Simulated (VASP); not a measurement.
An input for Ansatz (written as the equivalent of a VASP run, and not itself run):

Ansatz 0.2 input:
```yaml
crystal:
  lattice:
    - [0.0000000, 2.5858473, 2.5858473]
    - [2.5858473, 0.0000000, 2.5858473]
    - [2.5858473, 2.5858473, 0.0000000]
  atoms:
    - { symbol: K, position: [0.0000000, 0.0000000, 0.0000000] }
    - { symbol: F, position: [0.5000000, 0.5000000, 0.5000000] }
kpoints:
  mp_grid: { grid: [9, 9, 9] }
hamiltonian:
  xc: lda
  pseudopotentials: { kind: paw }
scf:
  occupations: { method: gaussian, width: 0.05 }
  max_iter: 100
relax:
  max_steps: 40
  f_tol: 0.02
  cell: {}
output: { forces: true, stress: true, eigenvalues: true }
```

Task: Translate this input to VASP (INCAR, KPOINTS, POSCAR, choice of POTCAR).

Result: One answer among several that fit: 
POSCAR:
```
KF
1.0
  0.0000000000   2.5858472595   2.5858472595
  2.5858472595   0.0000000000   2.5858472595
  2.5858472595   2.5858472595   0.0000000000
K F
1 1
Cartesian
  0.0000000000   0.0000000000   0.0000000000
  2.5858472595   2.5858472595   2.5858472595
```

**KPOINTS**
```
Automatic mesh
0
G
 9 9 9
0 0 0
```

INCAR:
```
SIGMA  =  0.05   ! width (eV)
EDIFFG  =  -0.02   ! ionic stop
LASPH  =  .TRUE.
SYSTEM  =  KF
IBRION  =  2   ! conjugate gradients
ISIF  =  3
LCHARG  =  .FALSE.
NELM  =  100   ! most electronic steps
EDIFF  =  1E-6
NSW  =  40   ! most ionic steps
PREC  =  Accurate
ISMEAR  =  0   ! Gaussian
ALGO  =  Normal
LREAL  =  .FALSE.
LWAVE  =  .FALSE.
ENCUT  =  620   ! plane-wave cut-off (eV)
```

POTCAR, in this order: K_sv F (LDA.64 set). Program: vasp_std.

Limits of the translation: each code has its own PAW files, so the cut-off isn't converted (ENCUT is set for VASP's; basis.ecutwfc is left out, and Ansatz then takes the one that its files recommend); Ansatz stops its SCF on the density residual and VASP on the energy change (EDIFF); Ansatz's lda is the Perdew-Wang form, while the LDA potentials of VASP carry Perdew-Zunger's.

The compound is KF in the rock salt structure. It was relaxed first, which changed the volume by -10 %.
